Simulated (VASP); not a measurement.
```xyz
2
Lattice="0.0000 2.4406 2.4406 2.4406 0.0000 2.4406 2.4406 2.4406 0.0000" Properties=species:S:1:pos:R:3 pbc="T T T"
Y      0.0000     0.0000     0.0000
N      2.4406     2.4406     2.4406
```

All values below come from rev-vdW-DF2, VASP's PBE PAW potentials (set 64) (plane waves; VASP). Numerical set-up: 520 eV cut-off, 9×9×9 Γ-centred mesh, Gaussian smearing of 0.050 eV, potentials Y_sv N.

**Question.** The job: YN (rock salt), 2 atoms, rev-vdW-DF2, static run, 520 eV, 9×9×9 Γ-centred mesh. Roughly how much core time does it take on a busy server core?

**Answer.** About 30 core-seconds (one run on a shared machine, a rough figure). It had 35 irreducible k-points, 12 bands, up to 797 plane waves and 16 electronic steps.

The compound is YN in the rock salt structure. It was relaxed first.
